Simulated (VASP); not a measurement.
```xyz
2
Lattice="0.0000 3.2163 3.2163 3.2163 0.0000 3.2163 3.2163 3.2163 0.0000" Properties=species:S:1:pos:R:3 pbc="T T T"
Te     3.2163     3.2163     3.2163
Pb     0.0000     0.0000     0.0000
```

Calculation: PBE0 hybrid, VASP's PBE PAW potentials (set 64) (plane waves; VASP 6.6.1). Run with 520 eV cut-off, 6×6×6 Γ-centred mesh, Gaussian smearing of 0.050 eV, potentials Te Pb_d.

Unless said otherwise, spin-orbit coupling is left out, though it shifts the bands of the heavy elements here.

**Question.** What does the run give for the energy per atom (σ→0), pressure, band gap (on the k-mesh) with the smallest direct gap where there is one?

**Answer.** 
```
Quantity                                      Value
-----------------------------------  --------------
band gap (on the k-mesh)                    1.58 eV
smallest direct gap (on the k-mesh)         1.58 eV
energy per atom (σ→0)                -4.968 eV/atom
pressure                                  16.7 kbar
```

Total energies compare only between runs with the same potentials, cut-off and functional.

The compound is PbTe in the rock salt structure. This cell is one point of a volume scan, at 0.94 of the reference volume. The cell's shape comes from a PBE relaxation.
